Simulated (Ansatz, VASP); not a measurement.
**CdAgCl3: VASP beside Ansatz**

One calculation is typed for both programs; each brings its own data sets. How far apart do they land? The cell is generated by rule, not measured, and may not be a known phase. Of the first pair: The cell is taken from a series of runs on this material, whose earlier steps may have relaxed, scaled, displaced or heated it; both programs get it as it stands.

Main program and level: Ansatz 0.2.0; plane waves, with VASP 6.6.1 beside it; relaxation of cell and atoms at PBEsol.

**1. The starting structure**

The structure is orthorhombic, space group Imma (No. 74). The conventional cell has a = 7.182 Å, b = 9.858 Å, c = 6.524 Å, α = 90.00°, β = 90.00°, γ = 90.00°. Ag has 5 Cl at 2.49 to 2.75 Å nearest. Nearest to Cd lie 6 Cl at 2.57 to 2.71 Å. Nearest to Cl lie 1 Ag at 2.49 Å and 2 Cd at 2.71 Å. Nearest to Cl lie 2 Cd at 2.57 Å and 2 Ag at 2.75 Å. Farther neighbours and most contacts between anions are not listed.

Coordinates:

```xyz
10
Lattice="-3.5908 4.9289 3.2618 3.5908 -4.9289 3.2618 3.5908 4.9289 -3.2618" Properties=species:S:1:pos:R:3 pbc="T T T"
Ag    0.0000    7.3934    0.3433
Ag    3.5908   -2.4645    2.9185
Cd    0.0000    0.0000    3.2618
Cd    3.5908    0.0000    0.0000
Cl    0.0000    2.4645    2.1429
Cl    3.5908    2.4645    1.1189
Cl   -1.7954    5.7643    1.6309
Cl    1.7954    4.0936   -1.6309
Cl    1.7954   -0.8353    1.6309
Cl    1.7954    5.7643    1.6309
```

**2. VASP: relaxation of cell and atoms, PBEsol, pair 1**

The relaxed volume is the usual yardstick between codes: in a stiff, nearly cubic crystal its relative difference is about their pressure difference at one cell divided by the bulk modulus.

Lines of VASP's logs that name or quote its potential files are left out, and so is its time.

Contents of INCAR:

```
SYSTEM = CdAgCl3
PREC = Accurate
ENCUT = 500
EDIFF = 1E-07
NELM = 120
ISMEAR = 0
SIGMA = 0.01
LREAL = .FALSE.
ALGO = Normal
GGA = PS
NBANDS = 54
LASPH = .TRUE.
LORBIT = 11
LWAVE = .FALSE.
LCHARG = .FALSE.
ISIF = 3
IBRION = 2
NSW = 80
EDIFFG = -0.005
GGA_COMPAT = .FALSE.
NELMIN = 4
EFERMI = MIDGAP
KPAR = 2
```

Contents of POSCAR:

```
CdAgCl3
1.0
   -3.5908280000      4.9289260000      3.2617520000
    3.5908280000     -4.9289260000      3.2617520000
    3.5908280000      4.9289260000     -3.2617520000
Ag Cd Cl
2 2 6
Direct
    0.8026182956      0.0526181941      0.7500001014
    0.1973818059      0.9473818059      0.2500000000
    0.5000000000      0.5000000000      0.0000000000
    0.0000000000      0.5000000000      0.5000000000
    0.5784878801      0.3284878801      0.2500000000
    0.4215121199      0.6715121199      0.7500000000
    0.8347374256      0.0000000000      0.3347374256
    0.1652626759      0.0000000000      0.6652626759
    0.1652625744      0.5000000000      0.1652625744
    0.8347374256      0.5000000000      0.8347374256
```

Contents of KPOINTS:

```
Automatic mesh
0
Gamma
6 6 6
0 0 0
```

The projector-augmented-wave data sets are Ag, Cd and Cl (PBE family, release 64).

Launch:

```console
$ mpirun -np 2 vasp_std
```

Numbers of over 12 decimals in the logs are rounded to 6 here.

The program printed:

```text
[banner, memory and clock lines left out]
running    2 mpi-ranks, on    1 nodes
 distrk:  each k-point on    1 cores,    2 groups
 distr:  one band on    1 cores,    1 groups

 POSCAR found type information on POSCAR AgCdCl
 POSCAR found :  3 types and      10 ions
|                                                                             |
|               ----> ADVICE to this user running VASP <----                  |
|                                                                             |
|     You enforced a specific xc type in the INCAR file but a different       |
|     [... a line on the potential file left out ...]
|     I HOPE YOU KNOW WHAT YOU ARE DOING!                                     |
|                                                                             |

 LDA part: xc-table for (Slater+PW92), standard interpolation
 POSCAR, INCAR and KPOINTS ok, starting setup
 FFT: planning ... GRIDC
 FFT: planning ... GRID_SOFT
 FFT: planning ... GRID
 WAVECAR not read
 entering main loop
       N       E                     dE             d eps       ncg     rms          rms(c)
DAV:   1     0.656825518642E+03    0.65683E+03   -0.41847E+04  4968   0.145E+03
DAV:   2     0.220905182879E+02   -0.63474E+03   -0.61702E+03  5712   0.338E+02
DAV:   3    -0.292394135024E+02   -0.51330E+02   -0.50997E+02  5880   0.970E+01
DAV:   4    -0.300908565885E+02   -0.85144E+00   -0.84987E+00  5744   0.133E+01
DAV:   5    -0.301065620077E+02   -0.15705E-01   -0.15703E-01  5768   0.182E+00    0.149E+01
DAV:   6    -0.286179685818E+02    0.14886E+01   -0.30049E+00  6530   0.162E+01    0.112E+01
DAV:   7    -0.285231948161E+02    0.94774E-01   -0.17259E+00  5588   0.613E+00    0.516E+00
DAV:   8    -0.285038716912E+02    0.19323E-01   -0.31831E-01  5576   0.415E+00    0.956E-01
DAV:   9    -0.284999152185E+02    0.39565E-02   -0.24551E-02  5634   0.150E+00    0.327E-01
DAV:  10    -0.285003662206E+02   -0.45100E-03   -0.37842E-03  5612   0.280E-01    0.118E-01
DAV:  11    -0.285003818330E+02   -0.15612E-04   -0.64386E-04  5618   0.187E-01    0.485E-02
DAV:  12    -0.285003991128E+02   -0.17280E-04   -0.65815E-05  5590   0.566E-02    0.123E-02
DAV:  13    -0.285004006319E+02   -0.15191E-05   -0.10298E-05  5874   0.218E-02    0.567E-03
DAV:  14    -0.285004009402E+02   -0.30831E-06   -0.11024E-06  5532   0.784E-03    0.422E-03
DAV:  15    -0.285004009575E+02   -0.17279E-07   -0.19148E-07  4018   0.268E-03
   1 F= -.28500401E+02 E0= -.28500401E+02  d E =-.285004E+02
[...]
2 F= -.28500939E+02 E0= -.28500939E+02  d E =-.537958E-03
[...]
3 F= -.28500940E+02 E0= -.28500940E+02  d E =-.538967E-03
[...]
4 F= -.28501036E+02 E0= -.28501036E+02  d E =-.957875E-04
[...]
5 F= -.28501120E+02 E0= -.28501120E+02  d E =-.180085E-03
[...]
6 F= -.28501139E+02 E0= -.28501139E+02  d E =-.187139E-04
 trial-energy change:   -0.000019  1 .order   -0.000019   -0.000024   -0.000015
 step:   3.7087(harm=  3.7087)  dis= 0.00150  next Energy=   -28.501151 (dE=-0.308E-04)
 bond charge predicted
       N       E                     dE             d eps       ncg     rms          rms(c)
DAV:   1    -0.285012037519E+02   -0.64971E-04   -0.19219E-02  4992   0.541E-01    0.590E-02
DAV:   2    -0.285011760747E+02    0.27677E-04   -0.34186E-04  5674   0.928E-02    0.301E-02
DAV:   3    -0.285011532208E+02    0.22854E-04   -0.18420E-05  5696   0.249E-02    0.141E-02
DAV:   4    -0.285011483873E+02    0.48335E-05   -0.94516E-06  5526   0.155E-02    0.524E-03
DAV:   5    -0.285011482927E+02    0.94606E-07   -0.10608E-06  5522   0.582E-03    0.261E-03
DAV:   6    -0.285011482956E+02   -0.29131E-08   -0.13116E-07  3246   0.183E-03
   7 F= -.28501148E+02 E0= -.28501148E+02  d E =-.282866E-04
 curvature:  -2.15 expect dE=-0.400E-05 dE for cont linesearch -0.144E-06
 trial: gam= 0.17496 g(F)=  0.508E-06 g(S)=  0.135E-05 ort =-0.114E-05 (trialstep = 0.190E+01)
 search vector abs. value=  0.205E-05
 reached required accuracy - stopping structural energy minimisation
```

OUTCAR, selected parts (step 2):

```text
ion  position               nearest neighbor table
   1  0.803  0.053  0.750-   6 2.49   9 2.75   8 2.75   7 2.75  10 2.75
   2  0.197  0.947  0.250-   5 2.49   7 2.75  10 2.75   9 2.75   8 2.75
   3  0.500  0.500  0.000-   8 2.57   7 2.57  10 2.57   9 2.57   5 2.71   6 2.71
   4  0.000  0.500  0.500-   8 2.57   9 2.57  10 2.57   7 2.57   5 2.71   6 2.71
   5  0.578  0.328  0.250-   2 2.49   3 2.71   4 2.71
   6  0.422  0.672  0.750-   1 2.49   3 2.71   4 2.71
   7  0.835  0.000  0.335-   3 2.57   4 2.57   2 2.75   1 2.75
   8  0.165  0.000  0.665-   3 2.57   4 2.57   1 2.75   2 2.75
   9  0.165  0.500  0.165-   3 2.57   4 2.57   1 2.75   2 2.75
  10  0.835  0.500  0.835-   3 2.57   4 2.57   2 2.75   1 2.75

  LATTYP: Found a body centered orthorhombic cell.
 ALAT       =     6.5235040000
 B/A-ratio  =     1.1008893380
 C/A-ratio  =     1.5111283752

 Subroutine GETGRP returns: Found  8 space group operations
 (whereof  4 operations were pure point group operations)

The static configuration has the point symmetry C_2h.
 The point group associated with its full space group is D_2h.

 Found     46 irreducible k-points:

   k-points           NKPTS =     46   k-points in BZ     NKDIM =     46   number of bands    NBANDS=     54

   dimension x,y,z NGX =    50 NGY =   50 NGZ =   50
   dimension x,y,z NGXF=   100 NGYF=  100 NGZF=  100

   ENCUT  =  500.0 eV  36.75 Ry    6.06 a.u.  12.61 12.61 12.61*2*pi/ulx,y,z

   NELECT =      88.0000    total number of electrons

 k-points in reciprocal lattice and weights: Automatic mesh
   0.00000000  0.00000000  0.00000000       0.005
   0.16666667  0.00000000  0.00000000       0.019
   0.33333333  0.00000000 -0.00000000       0.019
   0.50000000  0.00000000  0.00000000       0.009
   0.00000000  0.16666667  0.00000000       0.019
   0.16666667  0.16666667  0.00000000       0.037
   0.33333333  0.16666667 -0.00000000       0.037
   0.50000000  0.16666667  0.00000000       0.037
  -0.33333333  0.16666667  0.00000000       0.037
[...]
-0.33333333 -0.33333333  0.33333333       0.009
   0.50000000  0.50000000  0.50000000       0.005

 average (electrostatic) potential at core
       1 -74.6225       2 -74.6225       3 -38.6712       4 -38.6712       5 -92.8285
       6 -92.8285       7 -93.2674       8 -93.2674       9 -93.2674      10 -93.2674

 E-fermi :   2.3717

 k-point     1 :       0.0000    0.0000    0.0000
  band No.  band energies     occupation
    ...
     40       1.0279      2.00000
     41       1.1569      2.00000
     42       1.1760      2.00000
     43       1.2115      2.00000
     44       1.6306      2.00000
     45       3.1128      0.00000
     46       5.7495      0.00000
     47       5.7650      0.00000
     48       7.5571      0.00000
     49       7.8979      0.00000
    ...

 k-point     2 :       0.1667    0.0000    0.0000
  band No.  band energies     occupation
    ...
     40       1.0107      2.00000
     41       1.0221      2.00000
     42       1.0786      2.00000
     43       1.1688      2.00000
     44       1.6049      2.00000
     45       3.5531      0.00000
     46       5.4462      0.00000
     47       6.1823      0.00000
     48       6.8084      0.00000
     49       8.2090      0.00000
    ...

 k-point     3 :       0.3333    0.0000   -0.0000
  band No.  band energies     occupation
    ...
     40       0.9123      2.00000
     41       0.9740      2.00000
     42       1.0455      2.00000
     43       1.1035      2.00000
     44       1.5446      2.00000
     45       4.2990      0.00000
     46       5.5941      0.00000
     47       5.7640      0.00000
     48       6.5525      0.00000
     49       8.0201      0.00000
    ...

  Total        0.0078795      0.0055597     -0.0136699      0.0000000      0.0000000      0.0000000
  in kB        0.0544900      0.0384477     -0.0945332      0.0000000      0.0000000      0.0000000
  external PRESSURE =      -0.0005319 kB  Pullay stress =       0.0000000 kB

  energy-cutoff  :      500.00
  volume of cell :      231.68
      direct lattice vectors                 reciprocal lattice vectors
    -3.595060422  4.935130981  3.264565628     0.000000000  0.101314434  0.153159733
     3.595060422 -4.935130981  3.264565628     0.139079721  0.000000000  0.153159733
     3.595060422  4.935130981 -3.264565628     0.139079721  0.101314434  0.000000000

 POSITION                                       TOTAL-FORCE (eV/Angst)
 -----------------------------------------------------------------------------------
     -0.00000      7.40270      0.34490         0.000000      0.000000      0.000720
      3.59506     -2.46757      2.91966         0.000000      0.000000     -0.000720
      0.00000      0.00000      3.26457         0.000000      0.000000      0.000000
      0.00000      4.93513      3.26457         0.000000      0.000000      0.000000
      0.00000      2.46757      2.13999         0.000000      0.000000     -0.001032
      3.59506      2.46757      1.12457        -0.000000      0.000000      0.001032
     -1.79753      5.77668      1.63228        -0.000000     -0.001357      0.000000
      1.79753      4.09358     -1.63228         0.000000      0.001357      0.000000
      1.79753     -0.84155      1.63228         0.000000      0.001357      0.000000
      1.79753      5.77668      1.63228        -0.000000     -0.001357      0.000000
 -----------------------------------------------------------------------------------
    total drift:                                0.000035      0.003912     -0.002238

  FREE ENERGIE OF THE ION-ELECTRON SYSTEM (eV)
  ---------------------------------------------------
  free  energy   TOTEN  =       -28.5011482956 eV

  energy  without entropy=      -28.5011482956  energy(sigma->0) =      -28.50114830

 reached required accuracy - stopping structural energy minimisation

 total charge
# of ion       s       p       d       tot
------------------------------------------
    1        0.218   0.169   9.345   9.731
    2        0.218   0.169   9.345   9.731
    3        0.338   0.248   9.616  10.202
    4        0.338   0.248   9.616  10.202
    5        1.586   3.478   0.000   5.063
    6        1.586   3.478   0.000   5.063
    7        1.591   3.485   0.000   5.076
    8        1.591   3.485   0.000   5.076
    9        1.591   3.485   0.000   5.076
   10        1.591   3.485   0.000   5.076
--------------------------------------------------
tot         10.647  21.729  37.921  70.297

[... 3 further parts left out ...]
```

The run keeps the 8 symmetry operations of its start, so it cannot find a distortion of lower symmetry.

[end of part 1 of 2]

[Lines on the potential files, build, host, timing and source positions are cut from VASP's logs without a mark.]

[Logs are printed without paths, hosts, clocks, repeated set-up lines and the standing remarks that a program may print on its own settings, such as how far it seeks lower states.]

[Hosts, paths, dates, database ids (printed as entryN), source tags and the programs' standing remarks are cut or masked in the printed files.]
